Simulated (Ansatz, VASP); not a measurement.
**Zn (linear Zn chain) in two plane-wave programs**

Wanted: the spread between two codes on one cell, functional and k mesh. The cell is taken from a series of runs on this material, whose earlier steps may have relaxed, scaled, displaced or heated it; both programs get it as it stands.

Calculated with Ansatz 0.2.0; plane waves, with VASP 6.6.1 beside it; single point at PBE.

## 1. The structure

The cell holds 1 atom: 1 Zn. Cell: a = 7.500 Å, b = 7.500 Å, c = 2.260 Å, α = 90.0°, β = 90.0°, γ = 90.0°. Vacuum lies along a and b. The structure's axis is c.

## 2. Ansatz: single point, PBE, pair 1

Ansatz runs on its default PAW (the set named soft_2) files.

With cell and atoms fixed, the geometry can't cause a difference; cores, projectors, grids and the points listed under the comparison can.

Contents of input.yaml:

```yaml
crystal:
  lattice:
    - [7.5, 0.0, 0.0]
    - [0.0, 7.5, 0.0]
    - [0.0, 0.0, 2.2604275281]
  atoms:
    - { symbol: Zn, position: [0.5, 0.5, 0.0], spin: 0.5 }
magnetization:
  spin_polarized: true
kpoints:
  mp_grid: { grid: [1, 1, 36] }
scf:
  occupations: { method: fermi_dirac, width: 0.05 }
hamiltonian:
  xc: pbe
output:
  transmission:
    e_range: [-2, 2]
    de: 0.035
    kmesh: [1, 1]
    reduced_basis: true
    leads: [[0, 0]]
  stress: true
```

On the command line:

```bash
> ansatz run input.yaml --threads 4 --pin off --max-ram 8192MiB --backend cpu --events-out ev --progress --plain --runs-dir out
```

Numbers of over 12 decimals in the logs are rounded to 6 here.

What it wrote:

```text
Engine: ansatz 0.2.0, aarch64-unknown-linux-gnu
Pseudopotentials: kind: paw
Pseudopotential: Zn, paw, valence charge 12, recommended cutoff 420 eV (normal), Zn.paw.azcp
Functional definition: PBE
  parameter kappa = 0.804
  parameter beta = 0.066725
  exchange = pbe_x(kappa = kappa, mu = beta*pi^2/3)
  correlation = pbe_c(beta = beta)
Crystal: 1 atoms, lattice volume = 127.149 Å³
Basis set: ecut = 420 eV, 2495 PW (Γ)
Bands: 11, of which v1, the nominal top of the filled ones, is band 6 counted from 1 (5 counted from 0)
Symmetry: 16 space group operations
Space group: P4/mmm (ITA 123), of the structure as read, at distance tolerance 5.0e-5 Å
Magnetic group: BNS 123.339 (UNI 999), of the structure as read, at distance tolerance 5.0e-5 Å
k-points: 19 of 36
Non-local potential: Zn, projectors of the file, l = 0: 2, l = 1: 2, l = 2: 3, l = 3: 1
PAW form: soft (Blöchl's): semilocal exchange-correlation on the pseudo side does not see the compensation charge
PAW one-centre angular grid: Zn, 590 points (default); XC on 64 Gauss nodes
Initial density: superposition of atomic densities (neutral atoms: chi_scale 0, normalization atom)
Starting moments: Σ|m| = 0.5 μB on 1 of 1 site
Initial wavefunctions: pseudopotential atomic-orbital guess
Functional: x = pbe(κ = 0.804, μ = 0.219515), c = pbe(β = 0.066725)
iter 1 solved again at ethr=1.91e-3 eV; its pass at ethr=3.10e-3 eV (dr2=2.29e-1 eV) is discarded
SCF iter   1: F=—  HF=-3317.895080 eV  |F-HF|=—  |Δ(HF+E_count)|=         —  Δρ=2.51e-2 (↑2.51e-2 ↓1.60e-2)  dr2=2.35e-1  dr2_m=4.51e-1  M=0.125 μB ∫|m|=0.125 μB  β_m=0.30  ethr=1.91e-3  ⟨swp⟩=1.0  Hψ=3351  notcnv=0
preconditioner: auto → LDOS  [metal: Δε(μ)=0.029 eV  Ē_g=11.279 eV  σ=0.050 eV  W_gap=0.14  n_scr=12 (ndim 8)  ℏωp=11.4 eV  f_vac=0.695  D(μ)=1.65/eV (n_scr^D=8)]
spin=Collinear: LDOS preconditioning applied to the charge; magnetization (m = ρ↑ − ρ↓) channel mixes plain (no charge-response kernel on spin).
SCF iter   2: F=—  HF=-3317.878827 eV  |F-HF|=—  |Δ(HF+E_count)|=   1.63e-2  Δρ=1.59e-2 (↑1.59e-2 ↓1.36e-2)  dr2=1.15e-1  dr2_m=2.31e-1  M=0.123 μB ∫|m|=0.123 μB  β_m=0.30  ethr=1.91e-3  ⟨swp⟩=2.8  Hψ=702  notcnv=0
SCF iter   3: F=—  HF=-3317.867831 eV  |F-HF|=—  |Δ(HF+E_count)|=   1.10e-2  Δρ=1.06e-2 (↑1.06e-2 ↓1.02e-2)  dr2=3.46e-2  dr2_m=1.18e-1  M=0.117 μB ∫|m|=0.117 μB  β_m=0.30  ethr=9.58e-4  ⟨swp⟩=2.0  Hψ=775  notcnv=0  defer=10
SCF iter   4: F=—  HF=-3317.870869 eV  |F-HF|=—  |Δ(HF+E_count)|=   3.04e-3  Δρ=7.71e-3 (↑7.03e-3 ↓7.71e-3)  dr2=4.37e-3  dr2_m=6.05e-2  M=0.110 μB ∫|m|=0.110 μB  β_m=0.30  ethr=2.88e-4  ⟨swp⟩=2.0  Hψ=567  notcnv=0  defer=20
SCF iter   5: F=—  HF=-3317.883388 eV  |F-HF|=—  |Δ(HF+E_count)|=   1.25e-2  Δρ=5.21e-3 (↑5.21e-3 ↓5.10e-3)  dr2=4.78e-4  dr2_m=3.09e-2  M=0.108 μB ∫|m|=0.108 μB  β_m=0.30  ethr=3.64e-5  ⟨swp⟩=2.2  Hψ=792  notcnv=0  defer=20
SCF iter   6: F=—  HF=-3317.885023 eV  |F-HF|=—  |Δ(HF+E_count)|=   1.64e-3  Δρ=3.74e-3 (↑3.74e-3 ↓3.61e-3)  dr2=1.51e-4  dr2_m=1.57e-2  M=0.110 μB ∫|m|=0.110 μB  β_m=0.30  ethr=3.99e-6  ⟨swp⟩=2.2  Hψ=656  notcnv=0  defer=20
SCF iter   7: F=—  HF=-3317.885979 eV  |F-HF|=—  |Δ(HF+E_count)|=   9.56e-4  Δρ=2.63e-3 (↑2.62e-3 ↓2.63e-3)  dr2=3.76e-5  dr2_m=8.03e-3  M=0.111 μB ∫|m|=0.112 μB  β_m=0.30  ethr=1.26e-6  ⟨swp⟩=2.9  Hψ=747  notcnv=0  defer=20
SCF iter   8: F=—  HF=-3317.886404 eV  |F-HF|=—  |Δ(HF+E_count)|=   4.25e-4  Δρ=1.90e-3 (↑1.86e-3 ↓1.90e-3)  dr2=1.63e-6  dr2_m=4.12e-3  M=0.113 μB ∫|m|=0.114 μB  β_m=0.30  ethr=3.13e-7  ⟨swp⟩=2.0  Hψ=635  notcnv=0  defer=20
Mixer restart at iter 8: flushing history
spin-set hold released at iteration 8 (site moments contracting): the magnetisation degrees of freedom join the quasi-Newton model from the next iteration; the mixer history was flushed
SCF iter   9: F=—  HF=-3317.886638 eV  |F-HF|=—  |Δ(HF+E_count)|=   2.34e-4  Δρ=1.36e-3 (↑1.33e-3 ↓1.36e-3)  dr2=8.73e-7  dr2_m=2.11e-3  M=0.115 μB ∫|m|=0.117 μB  β_m=0.65  ethr=1.35e-8  ⟨swp⟩=2.0  Hψ=644  notcnv=0  defer=20
SCF iter  10: F=—  HF=-3317.886941 eV  |F-HF|=—  |Δ(HF+E_count)|=   3.03e-4  Δρ=5.36e-5 (↑5.16e-5 ↓5.36e-5)  dr2=1.27e-7  dr2_m=3.18e-6  M=0.123 μB ∫|m|=0.128 μB  β_m=0.82  ethr=7.27e-9  ⟨swp⟩=3.7  Hψ=890  notcnv=0  defer=20
SCF iter  11: F=—  HF=-3317.886965 eV  |F-HF|=—  |Δ(HF+E_count)|=   2.39e-5  Δρ=4.25e-5 (↑4.25e-5 ↓3.84e-5)  dr2=1.36e-7  dr2_m=1.87e-6  M=0.127 μB ∫|m|=0.133 μB  β_m=0.91  ethr=8.33e-10  ⟨swp⟩=7.7  Hψ=2264  notcnv=0
SCF iter  12: F=—  HF=-3317.886987 eV  |F-HF|=—  |Δ(HF+E_count)|=   2.22e-5  Δρ=3.91e-5 (↑2.46e-5 ↓3.91e-5)  dr2=1.86e-6  dr2_m=4.74e-7  M=0.132 μB ∫|m|=0.138 μB  β_m=0.75  ethr=1.06e-9  ⟨swp⟩=3.1  Hψ=823  notcnv=0
SCF iter  13: F=—  HF=-3317.886991 eV  |F-HF|=—  |Δ(HF+E_count)|=   4.35e-6  Δρ=1.13e-5 (↑1.13e-5 ↓6.28e-6)  dr2=7.64e-8  dr2_m=6.46e-8  M=0.135 μB ∫|m|=0.141 μB  β_m=0.83  ethr=8.33e-10  ⟨swp⟩=3.8  Hψ=2025  notcnv=0
SCF iter  14: F=—  HF=-3317.886992 eV  |F-HF|=—  |Δ(HF+E_count)|=   6.32e-7  Δρ=1.69e-6 (↑1.69e-6 ↓1.26e-6)  dr2=9.49e-10  dr2_m=2.16e-9  M=0.136 μB ∫|m|=0.142 μB  β_m=0.92  ethr=6.37e-10  ⟨swp⟩=5.2  Hψ=1932  notcnv=0
SCF iter  15: F=-3317.886992 eV  HF=-3317.886992 eV  |F-HF|=5.00e-11  |Δ(HF+E_count)|=   2.58e-8  Δρ=1.25e-7 (↑1.25e-7 ↓7.66e-8)  dr2=4.27e-11  dr2_m=4.70e-12  M=0.136 μB ∫|m|=0.143 μB  ethr=7.91e-12  ⟨swp⟩=4.5  Hψ=1442  notcnv=0
SCF 1 converged in 15 iterations: F = -3317.886992 eV  dr2 = 4.27e-11
  greatest PAW one-centre occupation: 0.986 electrons in one spin orbital (limit 2), on the Zn atom at site 0 (counted from 0), in its partial waves of l = 2
transmission: 6 of 36 steps passed
transmission: 9 of 36 steps passed
[...]
transmission: 36 of 36 steps passed
SCF converged after 15 iterations
Magnetization: 0.1364 μB (6.0682 up, 5.9318 down)
Absolute magnetization: 0.1425 μB (∫|ρ↑−ρ↓|, with the PAW one-centre terms)
Spin contamination: 0.0000 ħ² per cell (⟨S²⟩ above its minimum at these occupations)
Per-site moments (μB) at R_I (Å): [(0.010938, 0.932426)]
Free energy (F): -3317.886992 eV
Harris-Foulkes:  -3317.886992 eV  (|F-HF|=5.00e-11)
Internal energy: -3317.874658 eV  (E = F + TS)
E sigma→0 (E₀):  -3317.880825 eV
Entropy (-TS):   -0.012334 eV (-12.334 meV/atom)
Fermi energy:    -1.133962 eV
--- Per-component energies (eV) ---
  E_band       = -98.476009
  E_kinetic    = 130.920658
  E_local      = -3381.333288  (includes V_loc(G=0)·N_el)
  E_nonlocal   = 609.781042
  E_hartree    = 1491.293025
  E_xc         = -136.824115
  E_vxc        = -51.082209  (∫ρ·V_xc dr)
  E_paw        = -1823.372769  (= ΣΔE_a)
  E_vpaw       = -389.347636  (= ΣTr[D̂ρ^β])
  E_aug_tail   = -0.000361  (compensation charges beyond the density's cutoff)
  E_ewald      = -208.338849
  E_smearing   = -0.012334  (= −TS)
  E_closure    = 0.000000  (closes the sum)
  Σ components = -3317.886992   (vs F -3317.886992, Δ=0.00e0)
--- Stress (GPa, compression-positive) ---
       -0.003855       0.000000       0.000000
        0.000000      -0.003855       0.000000
        0.000000       0.000000       4.340672
  P = ⅓ Tr σ = 1.4443 GPa (14.443 kbar)
--- Band table (eV; the first three rows and the last of 38) ---
  k-point 0 ↑: bands = [... 2 lower, -8.9488, -8.2646, -8.2646, -6.8545, -1.1957, -1.1957, 0.9044, 2.3069, ... 1 higher]
  k-point 1 ↑: bands = [... 2 lower, -8.9471, -8.2757, -8.2757, -6.8385, -1.1674, -1.1674, 0.9265, 2.3293, ... 1 higher]
  k-point 2 ↑: bands = [... 2 lower, -8.9421, -8.3084, -8.3084, -6.7903, -1.0830, -1.0830, 0.9927, 2.3965, ... 1 higher]
  k-point 18 ↓: bands = [... 2 lower, -8.7154, -8.7153, -8.0820, -0.6252, 1.8302, 5.9155, 5.9155, 7.8429, ... 1 higher]
--- Transmission ---
  basis      : 497 plane waves across, 3 finite elements along
  points     : 1, standing for a mesh of 1 x 1
  filling    : by the input's occupations and mesh, since the crystals that have channels conduct as metals do. If one of these is a semiconductor, that mesh has misplaced its level
  energies   : 115 from -2.000000 to 1.990000 eV about the Fermi level, 0.035000 eV apart; the leads are filled to 0.000000 eV, and channels, transmission and decay are at -0.005000 eV
  crystal 0  : Zn1, at the sites [0, 0], period 2.2604 Å: whole cells are its period
    offset         : up to 0.0000 Å between an atom of the period and one for which it stands
    filled         : 0.8 meV over the level at which it is neutral
    channels       : 3.000000e0 up, 1.000000e0 down
    conductance    : 2.6629e14 S/m² at 300 K; may be off by some 0.0 % by where its bands' edges are placed, 0.2 % from the distance to neutral
```

## 3. VASP: single point, PBE, pair 1

The same cell, functional, mesh and smearing now go to VASP, with its own data sets.

Lines of VASP's logs that name or quote its potential files are left out, and so is its time.

Contents of INCAR:

```
SYSTEM = Zn
PREC = Accurate
ENCUT = 500
EDIFF = 1E-06
NELM = 200
ISMEAR = -1
SIGMA = 0.05
LREAL = .FALSE.
ALGO = Normal
GGA = PE
NBANDS = 13
ISPIN = 2
MAGMOM = 0.01
LORBIT = 11
LWAVE = .FALSE.
LCHARG = .FALSE.
ISIF = 2
LASPH = .TRUE.
GGA_COMPAT = .FALSE.
```

Contents of POSCAR:

```
Zn
1.0
    7.5000000000      0.0000000000      0.0000000000
    0.0000000000      7.5000000000      0.0000000000
    0.0000000000      0.0000000000      2.2604275281
Zn
1
Direct
    0.5000000000      0.5000000000      0.0000000000
```

Contents of KPOINTS:

```
Automatic mesh
0
Gamma
1 1 36
0 0 0
```

The projector-augmented-wave data sets are Zn (PBE family, release 64).

On the command line:

```bash
> mpirun -np 1 vasp_std
```

What it wrote:

```text
[banner, memory and clock lines left out]
running    1 mpi-ranks, on    1 nodes
 distrk:  each k-point on    1 cores,    1 groups
 distr:  one band on    1 cores,    1 groups

 POSCAR found type information on POSCAR Zn
 POSCAR found :  1 types and       1 ions
 LDA part: xc-table for (Slater+PW92), standard interpolation
 POSCAR, INCAR and KPOINTS ok, starting setup
 FFT: planning ... GRIDC
 FFT: planning ... GRID_SOFT
 FFT: planning ... GRID
 WAVECAR not read
 entering main loop
       N       E                     dE             d eps       ncg     rms          rms(c)
DAV:   1     0.440299155912E+02    0.44030E+02   -0.46557E+03   988   0.674E+02
DAV:   2     0.185254766461E+01   -0.42177E+02   -0.40691E+02  1124   0.163E+02
DAV:   3     0.182816252550E-02   -0.18507E+01   -0.18438E+01  1163   0.372E+01
DAV:   4    -0.119411234282E-01   -0.13769E-01   -0.13766E-01  1153   0.357E+00
DAV:   5    -0.120560782680E-01   -0.11495E-03   -0.11495E-03  1103   0.275E-01    0.223E+00
DAV:   6     0.265463835494E-01    0.38602E-01   -0.10503E-01  1048   0.463E+00    0.125E+00
DAV:   7     0.358040989693E-01    0.92577E-02   -0.14394E-02  1038   0.804E-01    0.349E-01
DAV:   8     0.360133670831E-01    0.20927E-03   -0.22182E-03  1033   0.464E-01    0.772E-02
DAV:   9     0.359092229996E-01   -0.10414E-03   -0.11831E-04  1043   0.911E-02    0.375E-02
DAV:  10     0.358687399794E-01   -0.40483E-04   -0.23175E-05  1043   0.263E-02    0.143E-02
DAV:  11     0.358275555582E-01   -0.41184E-04   -0.12205E-05  1008   0.231E-02    0.953E-03
DAV:  12     0.357585391907E-01   -0.69016E-04   -0.20804E-05  1003   0.245E-02    0.121E-02
DAV:  13     0.357308228065E-01   -0.27716E-04   -0.43463E-06  1013   0.127E-02    0.132E-02
DAV:  14     0.357938913235E-01    0.63069E-04   -0.31914E-05   998   0.398E-02    0.882E-03
DAV:  15     0.358180528194E-01    0.24161E-04   -0.31441E-05  1013   0.391E-02    0.519E-03
DAV:  16     0.358052297545E-01   -0.12823E-04   -0.86144E-06  1003   0.176E-02    0.279E-03
DAV:  17     0.358013149314E-01   -0.39148E-05   -0.45079E-06  1003   0.118E-02    0.802E-04
DAV:  18     0.357998904178E-01   -0.14245E-05   -0.30145E-07   998   0.455E-03    0.516E-04
DAV:  19     0.357993292696E-01   -0.56115E-06   -0.12646E-07   889   0.141E-03
   1 F= 0.35799329E-01 E0= 0.43819613E-01  d E =-.160406E-01  mag=     0.0001
```

OUTCAR, selected parts (step 3):

```text
ion  position               nearest neighbor table
   1  0.500  0.500  0.000-

  LATTYP: Found a simple tetragonal cell.
 ALAT       =     7.5000000000
 C/A-ratio  =     0.3013903371

 Subroutine GETGRP returns: Found 16 space group operations
 (whereof 16 operations were pure point group operations)

The static configuration has the point symmetry D_4h.

 Found     19 irreducible k-points:

   k-points           NKPTS =     19   k-points in BZ     NKDIM =     19   number of bands    NBANDS=     13

   dimension x,y,z NGX =    56 NGY =   56 NGZ =   16
   dimension x,y,z NGXF=   112 NGYF=  112 NGZF=   32

   ENCUT  =  500.0 eV  36.75 Ry    6.06 a.u.  13.67 13.67  4.12*2*pi/ulx,y,z

   NELECT =      12.0000    total number of electrons

 k-points in reciprocal lattice and weights: Automatic mesh
   0.00000000  0.00000000  0.00000000       0.028
   0.00000000  0.00000000  0.02777778       0.056
   0.00000000  0.00000000  0.05555556       0.056
   0.00000000  0.00000000  0.08333333       0.056
   0.00000000  0.00000000  0.11111111       0.056
   0.00000000  0.00000000  0.13888889       0.056
   0.00000000  0.00000000  0.16666667       0.056
   0.00000000  0.00000000  0.19444444       0.056
   0.00000000  0.00000000  0.22222222       0.056
[...]
0.00000000  0.00000000  0.47222222       0.056
   0.00000000  0.00000000  0.50000000       0.028

 average (electrostatic) potential at core
       1 -42.3360

 E-fermi :  -2.0584

 spin component 1
 k-point     1 :       0.0000    0.0000    0.0000
  band No.  band energies     occupation
    ...
      4      -9.2404      1.00000
      5      -9.2404      1.00000
      6      -7.7467      1.00000
      7      -2.0606      0.51129
      8      -2.0606      0.51129
      9       0.0071      0.00000
     10       1.4172      0.00000
     11       3.2354      0.00000
     12       3.2461      0.00000
     13       3.2461      0.00000

 k-point     2 :       0.0000    0.0000    0.0278
  band No.  band energies     occupation
    ...
      2      -9.9150      1.00000
      3      -9.9148      1.00000
      4      -9.2513      1.00000
      5      -9.2513      1.00000
      6      -7.7306      1.00000
      7      -2.0325      0.37349
      8      -2.0325      0.37349
      9       0.0291      0.00000
     10       1.4396      0.00000
     11       3.2574      0.00000
    ...

 k-point     3 :       0.0000    0.0000    0.0556
  band No.  band energies     occupation
    ...
      2      -9.9101      1.00000
      3      -9.9099      1.00000
      4      -9.2835      1.00000
      5      -9.2835      1.00000
      6      -7.6820      1.00000
      7      -1.9486      0.10009
      8      -1.9486      0.10009
      9       0.0954      0.00000
     10       1.5068      0.00000
     11       3.3235      0.00000
    ...

 k-point     4 :       0.0000    0.0000    0.0833
  band No.  band energies     occupation
    ...
      2      -9.9020      1.00000
      3      -9.9018      1.00000
      4      -9.3352      1.00000
      5      -9.3352      1.00000
      6      -7.6000      1.00000
      7      -1.8100      0.00691
      8      -1.8100      0.00691
      9       0.2058      0.00000
     10       1.6188      0.00000
     11       3.4336      0.00000
    ...

 k-point     5 :       0.0000    0.0000    0.1111
  band No.  band energies     occupation
    ...
      2      -9.8910      1.00000
      3      -9.8908      1.00000
      4      -9.4038      1.00000
      5      -9.4038      1.00000
      6      -7.4827      1.00000
      7      -1.6185      0.00015
      8      -1.6185      0.00015
      9       0.3605      0.00000
     10       1.7756      0.00000
     11       3.5878      0.00000
    ...

 k-point     6 :       0.0000    0.0000    0.1389
  band No.  band energies     occupation
    ...
      2      -9.8774      1.00000
      3      -9.8772      1.00000
      4      -9.4861      1.00000
      5      -9.4861      1.00000
      6      -7.3278      1.00000
      7      -1.3763      0.00000
      8      -1.3763      0.00000
      9       0.5594      0.00000
     10       1.9774      0.00000
     11       3.7862      0.00000
    ...

  Total       -0.0046696     -0.0046696      3.5381768      0.0000000      0.0000000     -0.0000000
  in kB       -0.0588407     -0.0588407     44.5837920      0.0000000      0.0000000     -0.0000000
  external PRESSURE =      14.8220368 kB  Pullay stress =       0.0000000 kB

  energy-cutoff  :      500.00
  volume of cell :      127.15
      direct lattice vectors                 reciprocal lattice vectors
     7.500000000  0.000000000  0.000000000     0.133333333  0.000000000  0.000000000
     0.000000000  7.500000000  0.000000000     0.000000000  0.133333333  0.000000000
     0.000000000  0.000000000  2.260427528     0.000000000  0.000000000  0.442394188

 POSITION                                       TOTAL-FORCE (eV/Angst)
 -----------------------------------------------------------------------------------
      3.75000      3.75000      0.00000         0.000000      0.000000      0.000000
 -----------------------------------------------------------------------------------
    total drift:                                0.000000      0.000000      0.000000

  FREE ENERGIE OF THE ION-ELECTRON SYSTEM (eV)
  ---------------------------------------------------
  free  energy   TOTEN  =         0.0357993293 eV

  energy  without entropy=        0.0518398973  energy(sigma->0) =        0.04381961

 total charge
# of ion       s       p       d       tot
------------------------------------------
    1        0.790   0.309   9.716  10.814

 magnetization (x)
# of ion       s       p       d       tot
------------------------------------------
    1       -0.000   0.000  -0.000   0.000

[... 6 further parts left out ...]
```

## 4. Differences

Known differences besides the potentials themselves: VASP starts from the moments at which Ansatz ended; the cutoff is 420 eV in Ansatz and 500 eV in VASP. Total energies have different zeros and are not compared.

The two programs side by side:

| quantity | Ansatz | VASP | difference |
| --- | --- | --- | --- |
| pressure (GPa) | 1.44 | 1.48 | -0.04 |
| total moment (μB) | 0.14 | 0.00 | +0.14 |

## 5. VASP: single point, PBE, pair 2

A single point gives forces, pressure and levels at one fixed geometry, so differences don't come from the geometry; what else differs is listed under the comparison. The cell compared in this pair holds 132.93 Å³, against 127.15 Å³ for the pair before.

INCAR, as its differences from that of step 3:

```diff
@@ -10,5 +10,5 @@
 GGA = PE
-NBANDS = 13
+NBANDS = 12
 ISPIN = 2
-MAGMOM = 0.01
+MAGMOM = 0
 LORBIT = 11
```

POSCAR, as its differences from that of step 3:

```diff
@@ -4,3 +4,3 @@
     0.0000000000      7.5000000000      0.0000000000
-    0.0000000000      0.0000000000      2.2604275281
+    0.0000000000      0.0000000000      2.3631742339
 Zn
```

Contents of KPOINTS:

```
Automatic mesh
0
Gamma
1 1 34
0 0 0
```

On the command line:

```bash
> mpirun -np 1 vasp_std
```

What it wrote:

```text
[... set-up lines as in an earlier step ...]
 entering main loop
       N       E                     dE             d eps       ncg     rms          rms(c)
DAV:   1     0.420466915133E+02    0.42047E+02   -0.47570E+03   864   0.756E+02
DAV:   2     0.144763635234E+01   -0.40599E+02   -0.39323E+02   984   0.167E+02
DAV:   3    -0.126395954007E+00   -0.15740E+01   -0.15634E+01   988   0.365E+01
DAV:   4    -0.137610415337E+00   -0.11214E-01   -0.11213E-01  1064   0.337E+00
[...]
DAV:  13    -0.834628302907E-01   -0.70528E-05   -0.69660E-07   880   0.457E-03    0.348E-03
DAV:  14    -0.834707975771E-01   -0.79673E-05   -0.21699E-06   864   0.719E-03    0.872E-04
DAV:  15    -0.834713149154E-01   -0.51734E-06   -0.66628E-08   640   0.149E-03
   1 F= -.83471315E-01 E0= -.76030325E-01  d E =-.148820E-01  mag=    -0.0000
```

From OUTCAR (step 5):

```text
  Total       -0.0351980     -0.0351980      2.0351355      0.0000000      0.0000000      0.0000000
  in kB       -0.4242384     -0.4242384     24.5293277      0.0000000      0.0000000      0.0000000
  external PRESSURE =       7.8936169 kB  Pullay stress =       0.0000000 kB

  FREE ENERGIE OF THE ION-ELECTRON SYSTEM (eV)
  ---------------------------------------------------
  free  energy   TOTEN  =        -0.0834713149 eV

  energy  without entropy=       -0.0685893348  energy(sigma->0) =       -0.07603032

 magnetization (x)
# of ion       s       p       d       tot
------------------------------------------
    1       -0.000  -0.000   0.000  -0.000

[... 1 part as in an earlier step ...]

[... 3 further parts left out ...]
[key lines of the parts left out:]
E-fermi :  -1.9121
```

(Continued in part 2 of 2.)

[Lines on the potential files, build, host, timing and source positions are cut from VASP's logs without a mark.]

[Logs are printed without paths, hosts, clocks, repeated set-up lines and the standing remarks that a program may print on its own settings, such as how far it seeks lower states.]

[Hosts, paths, dates, database ids (printed as entryN), source tags and the programs' standing remarks are cut or masked in the printed files.]
